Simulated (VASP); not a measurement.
# BaSr (Cmmm) in VASP: single point with LDA

Aim: the single point of BaSr with LDA.

Program: VASP 6.6.1. These are calculated values, not measurements. Logs are shortened: lines on timing, memory, paths and dates and some standing lists are left out, and cuts for length are marked.

## Step 1: Starting point

Symmetry: Cmmm, No. 65, orthorhombic system. Conventional cell: a = 4.664 Å, b = 6.599 Å, c = 6.595 Å, α = 90.00°, β = 90.00°, γ = 90.00°. Ba (site symmetry mmm) is surrounded by 4 Sr at 4.04 Å and 4 Ba at 4.04 Å. Around Sr (site symmetry mmm) lie 4 Ba at 4.04 Å and 4 Sr at 4.04 Å.

The cell comes from a database or a generator and needn't be the stable form of this composition.

## Step 2: Single point, LDA

Contents of INCAR:

```
SYSTEM = BaSr
PREC = Accurate
ENCUT = 520
EDIFF = 1E-6
ISMEAR = 0
SIGMA = 0.1
LREAL = .FALSE.
LASPH = .TRUE.
NELM = 100
ALGO = Fast
ISIF = 2
LWAVE = .FALSE.
LCHARG = .FALSE.
GGA = CA
NBANDS = 17
```

Contents of KPOINTS:

```
Automatic mesh
0
G
  12 12 6
  0 0 0
```

Contents of POSCAR:

```
BaSr
1.0
    2.3320874159     -3.2992998470      0.0000000000
    2.3320874159      3.2992998470      0.0000000000
    0.0000000000      0.0000000000      6.5947450301
Ba Sr
1 1
Direct
    0.0000000000      0.0000000000      0.0000000000
    0.5000000000      0.5000000000      0.5000000000
```

Potentials or basis: VASP PAW LDA potentials, release 64 (Ba_sv, Sr_sv).

On the command line:

```sh
> cat potpaw_LDA.64/Ba_sv/POTCAR potpaw_LDA.64/Sr_sv/POTCAR > POTCAR
> mpirun -np 1 vasp_std > vasp.out
```

OUTCAR:

```text
SYSTEM = BaSr
   PREC = Accurate
   ENCUT = 520
   EDIFF = 1E-6
   ISMEAR = 0
   LREAL = .FALSE.
   LASPH = .TRUE.
   NELM = 100
   ISIF = 2
   GGA = CA

 ion  position               nearest neighbor table
   1  0.000  0.000  0.000-   2 4.04   2 4.04   2 4.04   2 4.04   2 4.66   2 4.66   2 4.66   2 4.66

   2  0.500  0.500  0.500-   1 4.04   1 4.04   1 4.04   1 4.04   1 4.66   1 4.66   1 4.66   1 4.66

  LATTYP: Found a base centered orthorhombic cell.
 ALAT       =     4.6641748318
 B/A-ratio  =     1.4147410704
 C/A-ratio  =     1.4139146297

  Lattice vectors:

 A1 = (   2.3320874159,  -3.2992998470,   0.0000000000)
 A2 = (   2.3320874159,   3.2992998470,   0.0000000000)
 A3 = (   0.0000000000,   0.0000000000,   6.5947450301)

Analysis of symmetry for initial positions (statically):
=====================================================================
 Subroutine PRICEL returns:
 Original cell was already a primitive cell.

 Routine SETGRP: Setting up the symmetry group for a
 base centered orthorhombic supercell.

 Subroutine GETGRP returns: Found  8 space group operations
 (whereof  8 operations were pure point group operations)
 out of a pool of  8 trial point group operations.

The static configuration has the point symmetry D_2h.

Analysis of symmetry for dynamics (positions and initial velocities):
=====================================================================
 Subroutine PRICEL returns:
 Original cell was already a primitive cell.

 Routine SETGRP: Setting up the symmetry group for a
 base centered orthorhombic supercell.

 Subroutine GETGRP returns: Found  8 space group operations
 (whereof  8 operations were pure point group operations)
 out of a pool of  8 trial point group operations.

The dynamic configuration has the point symmetry D_2h.

 Subroutine INISYM returns: Found  8 space group operations
 (whereof  8 operations are pure point group operations),
 and found     1 'primitive' translations

----------------------------------------------------------------------------------------

                                     Primitive cell

  volume of cell :     101.4833

  direct lattice vectors                    reciprocal lattice vectors
     2.332087416 -3.299299847  0.000000000     0.214400196 -0.151547305  0.000000000
     2.332087416  3.299299847  0.000000000     0.214400196  0.151547305  0.000000000
     0.000000000  0.000000000  6.594745030     0.000000000  0.000000000  0.151635885

  length of vectors
     4.040298404  4.040298404  6.594745030     0.262552909  0.262552909  0.151635885

  position of ions in fractional coordinates (direct lattice)
     0.000000000  0.000000000  0.000000000
     0.500000000  0.500000000  0.500000000

  ion indices of the primitive-cell ions
   primitive index   ion index
                 1           1
                 2           2

----------------------------------------------------------------------------------------

 KPOINTS: Automatic mesh

Automatic generation of k-mesh.
 Grid dimensions read from file:
 generate k-points for:   12   12    6

 Generating k-lattice:

  Cartesian coordinates                     Fractional coordinates (reciprocal lattice)
     0.017866683 -0.012628942  0.000000000     0.083333333  0.000000000  0.000000000
     0.017866683  0.012628942  0.000000000     0.000000000  0.083333333  0.000000000
     0.000000000  0.000000000  0.025272648     0.000000000  0.000000000  0.166666667

  Length of vectors
     0.021879409  0.021879409  0.025272648

  Shift w.r.t. Gamma in fractional coordinates (k-lattice)
     0.000000000  0.000000000  0.000000000

 Subroutine IBZKPT returns following result:
 ===========================================

 Found    172 irreducible k-points:

 Following reciprocal coordinates:
            Coordinates               Weight
  0.000000  0.000000  0.000000      1.000000
  0.083333  0.000000  0.000000      4.000000
  0.166667  0.000000  0.000000      4.000000
  0.250000  0.000000  0.000000      4.000000
  0.333333  0.000000  0.000000      4.000000
  0.416667  0.000000  0.000000      4.000000
[... 16 lines left out ...]
  0.500000  0.166667  0.000000      4.000000
 -0.416667  0.166667  0.000000      4.000000
 [... further k-points ...]
   k-points           NKPTS =    172   k-points in BZ     NKDIM =    172   number of bands    NBANDS=     17
   number of dos      NEDOS =    301   number of ions     NIONS =      2
   total plane-waves  NPLWV =  45000
   dimension x,y,z NGX =    30 NGY =   30 NGZ =   50
   dimension x,y,z NGXF=    60 NGYF=   60 NGZF=  100
   ions per type =               1   1
   NGX,Y,Z   is equivalent  to a cutoff of  12.34, 12.34, 12.60 a.u.
   NGXF,Y,Z  is equivalent  to a cutoff of  24.69, 24.69, 25.21 a.u.
 SYSTEM =  BaSr
   PREC   = accura    normal or accurate (medium, high low for compatibility)
   ISTART =      0    job   : 0-new  1-cont  2-samecut
   ICHARG =      2    charge: 1-file 2-atom 10-const
   ISPIN  =      1    spin polarized calculation?
   LNONCOLLINEAR =      F non collinear calculations
   LSORBIT =      F    spin-orbit coupling
   LASPH  =      T    aspherical Exc in radial PAW
   ENCUT  =  520.0 eV  38.22 Ry    6.18 a.u.   7.51  7.51 12.26*2*pi/ulx,y,z
   NELM   =    100;   NELMIN=  2; NELMDL= -5     # of ELM steps
   EDIFF  = 0.1E-05   stopping-criterion for ELM
   LREAL  =      F    real-space projection
   EDIFFG = 0.1E-04   stopping-criterion for IOM
   NSW    =      0    number of steps for IOM
   IBRION =     -1    ionic relax: 0-MD 1-quasi-New 2-CG
   NFREE  =      0    steps in history (QN), initial steepest desc. (CG)
   ISIF   =      2    stress and relaxation
   ISYM   =      2    0-nonsym 1-usesym 2-fastsym
   POTIM  = 0.5000    time-step for ionic-motion
   TEBEG  =    0.0;   TEEND  =   0.0 temperature during run
   PSTRESS=    0.0 pullay stress
   NELECT =      20.0000    total number of electrons
   NUPDOWN=      -1.0000    fix difference up-down
   EMIN   =  10.00;   EMAX   =-10.00  energy-range for DOS
   EFERMI =   0.00;   METHOD = LEGACY
   ISMEAR =     0;   SIGMA  =   0.10  broadening in eV -4-tet -1-fermi 0-gaus
   EFERMI_NEDOS =   21; number of points for ismear=-14 and -15
   IALGO  =     68    algorithm
   IMIX   =      4    mixing-type and parameters
     AMIX     =   0.40;   BMIX     =  1.00
     AMIX_MAG =   1.60;   BMIX_MAG =  1.00
  volume/ion in A,a.u.               =      50.74       342.42
  Fermi-wavevector in a.u.,A,eV,Ry     =   0.952694  1.800330 12.348992  0.907625
  Thomas-Fermi vector in A             =   2.081280
   LORBIT       =      0    0 simple, 1 ext, 2 COOP (PROOUT), +10 PAW based schemes
   GGA     = CA    functional components
   LHFCALC =     F    Hartree Fock is set to
   AEXX    =    0.0000 exact exchange contribution
   IVDW    =     0    specifies the selected vdW correction
   LEPSILON=     F    determine dielectric tensor
   LRPA    =     F    only Hartree local field effects (RPA)
 non-spin polarized calculation
 RMM-DIIS sequential band-by-band and
 Gauss-broadening in eV      SIGMA  =   0.10
  energy-cutoff  :      520.00
  volume of cell :      101.48
 maximum number of plane-waves:      2765
   NGX = 15   NGY = 15   NGZ = 25

 number of electron      19.9999999 magnetization

 Free energy of the ion-electron system (eV)
  ---------------------------------------------------
  ext. energy  EPLUGINS =         0.00000000
  ---------------------------------------------------
  free energy    TOTEN  =        -4.15909755 eV

  energy without entropy =       -4.14860838  energy(sigma->0) =       -4.15385296

 E-fermi :   1.9174     XC(G=0):  -8.0849

 val. band max:        1.9127184098   @ k =   0.3333   0.2500   0.3333
 cond. band min:       1.9249067344   @ k =  -0.3333   0.2500   0.0000
 fundamental gap:      0.0121883247
 Fermi energy:         1.9174123297

 k-point     1 :       0.0000    0.0000    0.0000
  band No.  band energies     occupation
      1     -34.2430      2.00000
      2     -26.5849      2.00000
      3     -16.3792      2.00000
      4     -16.2733      2.00000
      5     -16.2090      2.00000
      6     -11.8471      2.00000
[... 9 lines left out ...]
     16       5.6721      0.00000
     17       5.7543      0.00000

 k-point     2 :       0.0833    0.0000    0.0000
  band No.  band energies     occupation
      1     -34.2423      2.00000
      2     -26.5813      2.00000
      3     -16.3771      2.00000
      4     -16.2803      2.00000
      5     -16.2161      2.00000
      6     -11.8425      2.00000
[... 9 lines left out ...]
     16       5.5856      0.00000
     17       5.6138      0.00000

 k-point     3 :       0.1667    0.0000    0.0000
  band No.  band energies     occupation
      1     -34.2401      2.00000
      2     -26.5713      2.00000
      3     -16.3712      2.00000
      4     -16.3055      2.00000
      5     -16.2289      2.00000
      6     -11.8296      2.00000
[... 9 lines left out ...]
     16       5.3047      0.00000
     17       5.5148      0.00000

 k-point     4 :       0.2500    0.0000    0.0000
  band No.  band energies     occupation
      1     -34.2372      2.00000
      2     -26.5576      2.00000
      3     -16.3633      2.00000
      4     -16.3483      2.00000
      5     -16.2373      2.00000
      6     -11.8415      2.00000
[... 9 lines left out ...]
     16       5.1682      0.00000
     17       5.8053      0.00000
[... 343 lines left out ...]
      1     -34.2297      2.00000
      2     -26.5218      2.00000
      3     -16.4239      2.00000
      4     -16.3439      2.00000
      5     -16.2906      2.00000
      6     -12.0984      2.00000
[... 9 lines left out ...]
     16       5.7090      0.00000
     17       6.3372      0.00000

 k-point    23 :       0.5000    0.1667    0.0000
  band No.  band energies     occupation
      1     -34.2293      2.00000
      2     -26.5202      2.00000
      3     -16.4309      2.00000
      4     -16.3441      2.00000
      5     -16.2872      2.00000
      6     -12.1201      2.00000
[... 9 lines left out ...]
     16       5.7670      0.00000
     17       6.1643      0.00000

 k-point    24 :      -0.4167    0.1667    0.0000
  band No.  band energies     occupation
      1     -34.2303      2.00000
      2     -26.5254      2.00000
      3     -16.4142      2.00000
      4     -16.3479      2.00000
      5     -16.2834      2.00000
      6     -12.0658      2.00000
[... 9 lines left out ...]
     16       5.8296      0.00000
     17       6.0093      0.00000

 [... further k-points ...]

------------------------ aborting loop because EDIFF is reached ----------------------------------------

  FORCE on cell =-STRESS in cart. coord.  units (eV):
  Direction    XX          YY          ZZ          XY          YZ          ZX
  --------------------------------------------------------------------------------------
  -------------------------------------------------------------------------------------
  Total        0.0287085      0.0319129      0.0206020      0.0000000      0.0000000      0.0000000
  in kB        0.4532377      0.5038276      0.3252558      0.0000000      0.0000000      0.0000000
  external PRESSURE =       0.4274404 kB  Pullay stress =       0.0000000 kB

 VOLUME and BASIS-vectors are now :
 -----------------------------------------------------------------------------
  energy-cutoff  :      520.00
  volume of cell :      101.48
      direct lattice vectors                 reciprocal lattice vectors
     2.332087416 -3.299299847  0.000000000     0.214400196 -0.151547305  0.000000000
     2.332087416  3.299299847  0.000000000     0.214400196  0.151547305  0.000000000
     0.000000000  0.000000000  6.594745030     0.000000000  0.000000000  0.151635885

 POSITION                                       TOTAL-FORCE (eV/Angst)
 -----------------------------------------------------------------------------------
      0.00000      0.00000      0.00000         0.000000     -0.000000      0.000000
      2.33209      0.00000      3.29737         0.000000      0.000000      0.000000
 -----------------------------------------------------------------------------------
    total drift:                               -0.000000      0.000000      0.000000

  FREE ENERGIE OF THE ION-ELECTRON SYSTEM (eV)
  ---------------------------------------------------
  free  energy   TOTEN  =        -4.1590975454 eV

  energy  without entropy=       -4.1486083827  energy(sigma->0) =       -4.15385296
```

Wall time 3.4 min (1 thread of AMD EPYC 9R45 (Zen 5), shared host); peak memory 0.39 GiB.

What came out:

```yaml
Free_energy: -4.1591 eV
Pressure: 0.0 GPa
Band_gap_on_the_k_mesh: none (metal or under the smearing width)
```

Spin-orbit coupling is left out, which matters for the levels of Ba.
